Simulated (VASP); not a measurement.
Wanted: the native input for a VASP 6.6.1 run.

```yaml
Task: single point
Functional: PBE
Potentials_or_basis: VASP PAW PBE potentials, release 64 (Si, O)
Cutoff: 520 eV
k_mesh: 9 × 9 × 9
Occupations: fermi-dirac, width 0.05 eV
Spin: no spin polarisation
Further_INCAR_settings: ALGO = Normal; EDIFF = 1e-07; NBANDS = 12
```

The structure of SiO lies in POSCAR:

```
SiO
1.0
    2.8069700000      0.0000000000      0.0000000000
    0.0000000000      2.8069700000      0.0000000000
    0.0000000000      0.0000000000      2.8069700000
Si O
1 1
Direct
    0.0000000000      0.0000000000      0.0000000000
    0.5000000000      0.5000000000      0.5000000000
```

The cell was built by a generator and needn't be a form met in nature.

One way to write it, as run:

INCAR

```
SYSTEM = SiO
PREC = Accurate
ENCUT = 520
EDIFF = 1E-7
ISMEAR = -1
SIGMA = 0.05
LREAL = .False.
LASPH = .True.
NELM = 100
ALGO = Normal
ISIF = 2
LWAVE = .False.
LCHARG = .True.
GGA = PE
LELF = .True.
LVHAR = .True.
NBANDS = 12
```

KPOINTS

```
regular mesh
0
Gamma
  9 9 9
  0 0 0
```

Potentials or basis: VASP PAW PBE potentials, release 64 (Si, O).

The run is started by

```sh
$ cat potpaw_PBE.64/Si/POTCAR potpaw_PBE.64/O/POTCAR > POTCAR
$ mpirun -np 1 vasp_std > vasp.out
```

It gave:

| Property | Result |
| --- | --- |
| Pressure | 0.1 GPa |
| Band gap on the k mesh | none (metal or under the smearing width) |

Run time: 5 s on 1 thread of Intel(R) Xeon(R) Platinum 8488C (Sapphire Rapids), with other jobs on the host, peak memory 0.13 GiB.
